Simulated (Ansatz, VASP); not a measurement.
# One calculation of GaF, two programs

Contents of INCAR:

```
  PREC = Accurate
  ENCUT = 600
  EDIFF = 1E-6
  ISMEAR = -1
  SIGMA = 0.05
  LREAL = False
  LASPH = True
  NELM = 80
  ALGO = Fast
  ISIF = 3
  LWAVE = False
  LCHARG = False
  GGA = RP
  IVDW = 12
  IBRION = 2
  NSW = 40
  EDIFFG = -0.02
```

KPOINTS

```
regular mesh
0
Gamma
  9 9 9
```

Contents of POSCAR:

```
GaF
1.0
    0.0000000000      2.5769602800      2.5769602800
    2.5769602800      0.0000000000      2.5769602800
    2.5769602800      2.5769602800      0.0000000000
Ga F
1 1
Direct
    0.2500000000      0.2500000000      0.2500000000
    0.0000000000      0.0000000000      0.0000000000
```

Contents of input.yaml:

```yaml
crystal:
  lattice:
    - [0.0, 2.57696028, 2.57696028]
    - [2.57696028, 0.0, 2.57696028]
    - [2.57696028, 2.57696028, 0.0]
  atoms:
    - { symbol: Ga, position: [0.25, 0.25, 0.25] }
    - { symbol: F, position: [0.0, 0.0, 0.0] }
hamiltonian:
  xc: rpbe
  pseudopotentials: { kind: paw }
  dispersion: d3bj
kpoints:
  mp_grid: { grid: [9, 9, 9] }
scf:
  occupations: { method: fermi_dirac, width: 0.05 }
output:
  forces: true
  stress: true
  eigenvalues: true
relax:
  f_tol: 0.01
  max_steps: 40
  cell: { stress_tol: 0.05 }
```

The cell was built by a generator and needn't be a form met in nature.

Alike in both runs: task relaxation of cell and atoms; functional RPBE; dispersion D3(BJ); k mesh 9 × 9 × 9; occupations fermi-dirac, width 0.05 eV; no spin polarisation.

|  | VASP | Ansatz |
| --- | --- | --- |
| version | VASP 6.6.1 | Ansatz 0.2.0 |
| potentials or method | VASP PAW PBE potentials, release 64 (Ga_d, F) | Ansatz PAW |
| plane-wave cutoff (eV) | 600 | 420 |
| valence electrons in the cell | 20 | 20 |

```csv
,VASP,Ansatz,Ansatz less VASP
"gap on the k mesh at the Fermi level, each at its own relaxed structure (eV)",2.70,2.71,+0.010
relaxed volume (Å³/atom),24.27,24.31,+0.042
relaxed cell length with the largest relative difference (Å),4.094,4.097,+0.0024
energy change over the relaxation (meV/atom),-342,-347,-5.0
```

Caveats: the volume moved by over 15 % at a fixed basis, so the end points are rough; the PAW data sets were made with another functional, which shifts forces and pressure a little (VASP); an odd mesh through Γ misses points on the zone boundary, where band edges often lie (VASP); odd divisions of the mesh miss points on the zone boundary, where band edges often lie, so the gap on the mesh can be too wide (Ansatz); the plane-wave basis is chosen anew once the cell has moved, so the energies of steps on either side of that aren't comparable (Ansatz); the PAW data sets come from PBE, with cores solved anew for the run's functional, which leaves a small shift of forces and pressure (Ansatz).
